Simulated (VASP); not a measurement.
Calculation: PBEsol GGA, VASP's PBE PAW potentials (set 64) (plane waves; VASP).

VASP input:

INCAR:
```
SYSTEM  =  ReS2
PREC  =  Accurate; ENCUT  =  400; LREAL  =  F
LASPH  =  T; ICHARG  =  11
EDIFF  =  1E-7; NELM  =  100; ALGO  =  Normal
LMAXMIX  =  6
ISMEAR  =  0; SIGMA  =  0.05
GGA  =  PS
LWAVE  =  F; LCHARG  =  F; LORBIT  =  11
```

POSCAR:
```
ReS2
6.5907710
  0.2317886342   0.1338231787   0.9635171560
 -0.2317886342   0.1338231787   0.9635171560
  0.0000000000  -0.2676465072   0.9635171566
Re S
1 2
Cart
  0.0000000000  -0.0000000000   0.0003132366
  0.0000000000  -0.0000001127   2.1738754324
 -0.0000000000  -0.0000000871   1.6797836044
```

**KPOINTS**
```
k-points along high-symmetry lines
12
Line-mode
Reciprocal
  0.000000   0.000000   0.000000 ! GAMMA
  0.500000   0.500000   0.500000 ! T

  0.500000   0.500000   0.500000 ! T
  0.818510   0.181490   0.500000 ! H_2

  0.500000  -0.181490   0.181490 ! H_0
  0.500000   0.000000   0.000000 ! L

  0.500000   0.000000   0.000000 ! L
  0.000000   0.000000   0.000000 ! GAMMA

  0.000000   0.000000   0.000000 ! GAMMA
  0.340745  -0.340745   0.000000 ! S_0

  0.659255   0.000000   0.340745 ! S_2
  0.500000   0.000000   0.500000 ! F

  0.500000   0.000000   0.500000 ! F
  0.000000   0.000000   0.000000 ! GAMMA
```

POTCAR, in this order: Re S (PBE.64 set). Program: vasp_std. Read from the step before: CHGCAR.

Output of the run:

**OSZICAR**
```
       N       E                     dE             d eps       ncg     rms          rms(c)
DAV:   1     0.626231933247E+02    0.62623E+02   -0.76104E+03  3502   0.120E+03
DAV:   2    -0.175098807892E+02   -0.80133E+02   -0.76683E+02  3728   0.253E+02
DAV:   3    -0.216323524765E+02   -0.41225E+01   -0.40549E+01  3291   0.611E+01
DAV:   4    -0.219065442465E+02   -0.27419E+00   -0.26801E+00  3668   0.127E+01
DAV:   5    -0.219154032023E+02   -0.88590E-02   -0.88310E-02  3202   0.201E+00
DAV:   6    -0.219163587690E+02   -0.95557E-03   -0.95374E-03  3236   0.624E-01
DAV:   7    -0.219163898765E+02   -0.31108E-04   -0.31144E-04  3575   0.951E-02
DAV:   8    -0.238768171752E+02   -0.19604E+01   -0.18277E+01  2681   0.293E-02
DAV:   9    -0.219163943352E+02    0.19604E+01   -0.16350E+01  2025   0.279E+00
DAV:  10    -0.219163944141E+02   -0.78910E-07   -0.79970E-07  2022   0.306E-03
   1 F= -.21916394E+02 E0= -.21915348E+02  d E =-.209379E-02
```

**OUTCAR**
```
 val. band max:        7.8852015576   @ k =   0.3636   0.0000   0.3636

 cond. band min:       7.9090144010   @ k =   0.5869   0.0000   0.4131



 k-point     1 :       0.0000    0.0000    0.0000
  band No.  band energies     occupation
      1      -9.3663      2.00000
      2      -7.5921      2.00000
      3      -1.4851      2.00000
      4       2.9516      2.00000
      5       2.9516      2.00000
      6       4.2044      2.00000
      7       4.2177      2.00000
      8       4.2177      2.00000
      9       4.4874      2.00000
     10       8.6267      0.00000
     11       8.6267      0.00000
     12       8.8304      0.00000
     13       8.8304      0.00000

 k-point     2 :       0.0455    0.0455    0.0455
  band No.  band energies     occupation
      1      -9.3629      2.00000
      2      -7.5992      2.00000
      3      -1.4704      2.00000
      4       2.9514      2.00000
      5       2.9514      2.00000
      6       4.0864      2.00000
      7       4.2181      2.00000
      8       4.2181      2.00000
      9       4.5892      2.00000
     10       8.6277      0.00000
     11       8.6277      0.00000
     12       8.8290      0.00000
     13       8.8290      0.00000

 k-point     3 :       0.0909    0.0909    0.0909
  band No.  band energies     occupation
      1      -9.3529      2.00000
      2      -7.6200      2.00000
      3      -1.4270      2.00000
      4       2.9509      2.00000
      5       2.9509      2.00000
      6       3.8776      2.00000
      7       4.2192      2.00000
      8       4.2192      2.00000
      9       4.7505      2.00000
     10       8.6306      0.00000
     11       8.6306      0.00000
     12       8.8246      0.00000
     13       8.8246      0.00000

 k-point     4 :       0.1364    0.1364    0.1364
  band No.  band energies     occupation
      1      -9.3366      2.00000
      2      -7.6531      2.00000
      3      -1.3570      2.00000
      4       2.9502      2.00000
...
```

The density is held fixed in this step, so its total energy and stress have no physical meaning. Without a dispersion term in the relaxation, distances and binding between the weakly bound layers, chains or molecules are unreliable, and so is what depends on them. Unless said otherwise, spin-orbit coupling is left out, though it shifts the bands of the heavy elements here.

The structure was generated: ReS2 was put into the 3R-MoS2 type (R3m), which need not be its known phase. It was relaxed first, which changed the volume by -5 %. The electron count is odd and the run is not spin-polarised, which forces a metal.
